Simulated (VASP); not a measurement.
Input of a VASP 6.6.1 run:

INCAR

```
SYSTEM = LiH20ClO10
PREC     = Accurate       ! precision mode
ENCUT    = 520            ! plane-wave cutoff, eV
EDIFF    = 1E-6           ! SCF threshold, eV
ISMEAR   = -1             ! smearing method
SIGMA    = 0.05           ! smearing width, eV
LREAL    = Auto         
LASPH    = .True.         ! aspherical terms in the spheres
NELM     = 100            ! most SCF steps
ALGO     = Normal         ! electronic algorithm
ISIF     = 2              ! what is computed and relaxed
LWAVE    = .False.        ! write WAVECAR
LCHARG   = .False.        ! write CHGCAR
NBANDS   = 67             ! bands
```

File KPOINTS:

```
regular mesh
0
Gamma
  1 1 1
  0 0 0
```

POSCAR

```
LiH20ClO10
1.0
    7.0067960000      0.0000000000      0.0000000000
    0.0000000000      7.0067960000      0.0000000000
    0.0000000000      0.0000000000      7.0067960000
O H Li Cl
10 20 1 1
Direct
    0.4403724613     -0.0711309420     -0.0401181938
    0.7472602314      0.4632359783      0.8519871279
    0.6141608804      0.4345780868      0.1799966775
    0.8266403075      0.7089260198      0.3758493896
    0.1945539730      0.5821205584      0.4262147778
    0.2471029555      0.1933551369      0.2844809525
    0.9102591256      0.1653965664      0.7545959665
    0.6361109985      0.9234891383      0.6257210856
    0.7471317846      1.0102763089      0.1751299738
    0.3441230485      0.4933353276      0.7531545089
    0.5594853910     -0.0882857158      0.0343809068
    0.3532713097     -0.1792545409      0.0028543717
    0.8481622699      0.5671065634      0.8450938203
    0.8138812661      0.3512018903      0.7998092138
    0.6654824830      0.4687734594      0.0473825697
    0.6980223200      0.5015844617      0.2721643387
    0.9652485958      0.6616433531      0.3855114378
    0.7782016203      0.7569365513      0.5099905863
    0.2743622049      0.5541619879      0.5407464410
    0.2528545144      0.6775707470      0.3543559710
    0.2346293513      0.3191615683      0.3464350896
    0.1305304165      0.1288035216      0.3252699237
    1.0156853432      0.0948935862      0.8137813631
    0.8321920604      0.0648370525      0.6829797813
    0.5358940092      0.9314100196      0.7298485642
    0.5801938575      0.9672894715      0.5053236886
    0.8633617990      1.0319838054      0.0965205780
    0.8052610637      0.8887086195      0.2402096479
    0.2411373187      0.5601989840      0.8290807953
    0.4703576356      0.5101333049      0.8116120407
    0.5185965169      0.1873752283      0.1787835696
    0.0447993634      0.7421223623      0.9235462257
```

Potentials or basis: VASP PAW LDA potentials, release 64 (O, H, Li_sv, Cl).

Command:

```console
$ cat potpaw_LDA.64/O/POTCAR potpaw_LDA.64/H/POTCAR potpaw_LDA.64/Li_sv/POTCAR potpaw_LDA.64/Cl/POTCAR > POTCAR
$ mpirun -np 1 vasp_gam > vasp.out
```

(1) Predict the largest force.

(2) Predict the band gap on the k mesh.

## Answers

(1) 2.514 eV/Å.

(2) 3.71 eV, direct.
